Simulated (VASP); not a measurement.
Level of theory: PW91 GGA, VASP's PBE PAW potentials (set 64) (plane waves; VASP 6.6.1).

A VASP calculation is set up with these files.

INCAR:
```
SYSTEM = InAs
PREC = Accurate
ENCUT = 520
EDIFF = 1E-7
NELM = 100
ALGO = Normal
LREAL = .FALSE.
LASPH = .TRUE.
ISMEAR = 1
SIGMA = 0.1
GGA = 91
LMAXMIX = 4
LWAVE = .FALSE.
LCHARG = .FALSE.
ISIF = 2
```

KPOINTS:
```
Automatic mesh
0
Gamma
10 10 10
0 0 0
```

### POSCAR
```
InAs
1
    0.0000000000     3.0931520968     3.0931520968
    3.0931520968     0.0000000000     3.0931520968
    3.0931520968     3.0931520968     0.0000000000
In As
1 1
Direct
  0.0000000000   0.0000000000   0.0000000000
  0.2500000000   0.2500000000   0.2500000000
```

POTCAR, in this order: In_d As (PBE.64 set). Program: vasp_std.

What will the output report for the number of irreducible k-points (NKPTS), largest plane-wave count, number of space-group operations, FFT grid (NGX, NGY, NGZ)?

```
Item                                          Result
--------------------------------------  ------------
number of irreducible k-points (NKPTS)            47
largest plane-wave count                        1639
number of space-group operations                  24
FFT grid (NGX, NGY, NGZ)                36 × 36 × 36
```

The compound is InAs in the zinc blende structure. It was relaxed first, which changed the volume by +6 %.
